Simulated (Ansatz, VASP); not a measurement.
TaW: VASP beside Ansatz

```
CELL_PARAMETERS angstrom
1.60330 -2.29154 0.00000
1.60330 2.29154 0.00000
0.00000 0.00000 4.49105
ATOMIC_POSITIONS crystal
Ta 0.00000 0.00000 0.00000
W 0.50000 0.50000 0.50000
```

The cell comes from a database or a generator and needn't be the stable form of this composition.

Alike in both runs: task single point; functional LDA; k mesh 11 × 11 × 7; occupations fermi-dirac, width 0.1 eV; no spin polarisation.

|  | VASP | Ansatz |
| --- | --- | --- |
| version | VASP 6.6.1 | Ansatz 0.2.0 |
| potentials or method | VASP PAW LDA potentials, release 64 (Ta_pv, W_sv) | plane waves, PAW |
| plane-wave cutoff (eV) | 520 | 490 |
| valence electrons in the cell | 25 | 27 |

```tsv
	VASP	Ansatz	Ansatz less VASP
pressure (GPa)	-4.4	-5.7	-1.28
largest component of the traceless stress (GPa)	0.73	0.67	-0.066
```

The two sets of potentials don't hold the same shells in valence.

Spin-orbit coupling is left out, which matters for the levels of Ta, W.
